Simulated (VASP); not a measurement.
Method: PBE GGA, VASP's PBE PAW potentials (set 64) (plane waves; VASP 6.6.1).

A VASP calculation is set up with these files.

**KPOINTS**
```
Automatic mesh
0
Gamma
11 11 6
0 0 0
```

**INCAR**
```
# general
SYSTEM  =  Be
PREC    =  Accurate
ENCUT   =  300
LREAL   =  .FALSE.
LASPH   =  .TRUE.

# electronic loop
EDIFF   =  1E-6
NELM    =  100
ALGO    =  Normal

# smearing
ISMEAR  =  -1
SIGMA   =  0.1

# functional
GGA     =  PE

# ions
ISIF    =  2

# output
LWAVE   =  .FALSE.
LCHARG  =  .FALSE.
```

File POSCAR:
```
Be
1
    1.1450000000    -1.9831980000     0.0000000000
    1.1450000000     1.9831980000     0.0000000000
    0.0000000000     0.0000000000     3.5800000000
Be
2
Direct
  0.3333330000   0.6666670000   0.2500000000
  0.6666670000   0.3333330000   0.7500000000
```

POTCAR, in this order: Be (PBE.64 set). Program: vasp_std.

What VASP printed:

OSZICAR:
```
       N       E                     dE             d eps       ncg     rms          rms(c)
DAV:   1    -0.513904087112E+01   -0.51390E+01   -0.13360E+03   834   0.356E+02
DAV:   2    -0.756274966477E+01   -0.24237E+01   -0.23960E+01  1182   0.386E+01
DAV:   3    -0.757436744714E+01   -0.11618E-01   -0.11612E-01  1014   0.257E+00
DAV:   4    -0.757437422166E+01   -0.67745E-05   -0.67750E-05  1074   0.585E-02
DAV:   5    -0.757437423714E+01   -0.15480E-07   -0.14977E-07  1038   0.115E-03    0.118E+00
DAV:   6    -0.753111567553E+01    0.43259E-01   -0.53177E-03   870   0.940E-01    0.720E-01
DAV:   7    -0.751336700606E+01    0.17749E-01   -0.59768E-03   906   0.974E-01    0.259E-02
DAV:   8    -0.751334854140E+01    0.18465E-04   -0.11114E-05  1062   0.360E-02    0.878E-03
DAV:   9    -0.751334775657E+01    0.78482E-06   -0.23968E-06   966   0.181E-02
   1 F= -.75133478E+01 E0= -.75093466E+01  d E =-.800223E-02
```

### OUTCAR
```
------------------------ aborting loop because EDIFF is reached ----------------------------------------
  FORCE on cell =-STRESS in cart. coord.  units (eV):
  Direction    XX          YY          ZZ          XY          YZ          ZX
  --------------------------------------------------------------------------------------
  Total       -0.3819471     -0.3819471     -0.1404746     -0.0000000      0.0000000      0.0000000
  in kB      -37.6382348    -37.6382281    -13.8427987     -0.0000000      0.0000000      0.0000000
  external PRESSURE =     -29.7064205 kB  Pullay stress =       0.0000000 kB
  volume of cell :       16.26
      direct lattice vectors                 reciprocal lattice vectors
     1.145000000 -1.983198000  0.000000000     0.436681223 -0.252118044  0.000000000
     1.145000000  1.983198000  0.000000000     0.436681223  0.252118044  0.000000000
     0.000000000  0.000000000  3.580000000     0.000000000  0.000000000  0.279329609
 POSITION                                       TOTAL-FORCE (eV/Angst)
 -----------------------------------------------------------------------------------
      1.14500      0.66107      0.89500        -0.000000     -0.000000      0.000000
      1.14500     -0.66107      2.68500         0.000000      0.000000      0.000000
 -----------------------------------------------------------------------------------
    total drift:                                0.000000     -0.000003      0.000005
  FREE ENERGIE OF THE ION-ELECTRON SYSTEM (eV)
  ---------------------------------------------------
  free  energy   TOTEN  =        -7.5133477566 eV

  energy  without entropy=       -7.5053455228  energy(sigma->0) =       -7.50934664
```
(Selected blocks of OUTCAR.)

File OUTCAR:
```
 val. band max:        7.0209934368   @ k =   0.3636   0.2727   0.3333

 cond. band min:       7.0995482785   @ k =   0.3636   0.2727   0.1667


 Fermi energy:         7.0806444416

 k-point     1 :       0.0000    0.0000    0.0000
  band No.  band energies     occupation
      1      -4.3982      2.00000
      2       2.5254      2.00000
      3       7.9411      0.00037
      4      22.3117      0.00000
      5      22.3117      0.00000
      6      25.1426      0.00000

 k-point     2 :       0.0909    0.0000    0.0000
  band No.  band energies     occupation
      1      -4.1640      2.00000
      2       2.8291      2.00000
      3       8.0120      0.00018
      4      20.5519      0.00000
      5      21.1046      0.00000
      6      25.1343      0.00000

 k-point     3 :       0.1818    0.0000    0.0000
  band No.  band energies     occupation
      1      -3.4605      2.00000
      2       3.7375      2.00000
      3       8.1665      0.00004
      4      17.0905      0.00000
      5      19.2339      0.00000
      6      24.6536      0.00000

 k-point     4 :       0.2727    0.0000    0.0000
  band No.  band energies     occupation
      1      -2.2889      2.00000
      2       5.2398      2.00000
      3       8.0389      0.00014
      4      13.9910      0.00000
      5      17.6475      0.00000
      6      21.4161      0.00000

 k-point     5 :       0.3636    0.0000    0.0000
  band No.  band energies     occupation
      1      -0.6659      2.00000
      2       6.6431      1.97515
      3       7.3001      0.20052
      4      12.8111      0.00000
      5      16.5414      0.00000
      6      17.4767      0.00000

 k-point     6 :       0.4545    0.0000    0.0000
  band No.  band energies     occupation
      1       1.2705      2.00000
      2       4.3319      2.00000
      3       9.6985      0.00000
      4      13.2780      0.00000
      5      14.0409      0.00000
      6      15.9783      0.00000
...
```

At this cut-off the stress carries a Pulay error, which pulls relaxed volumes low.

The structure is a typed Be crystal (P6_3/mmc). The cell was not relaxed at this level.
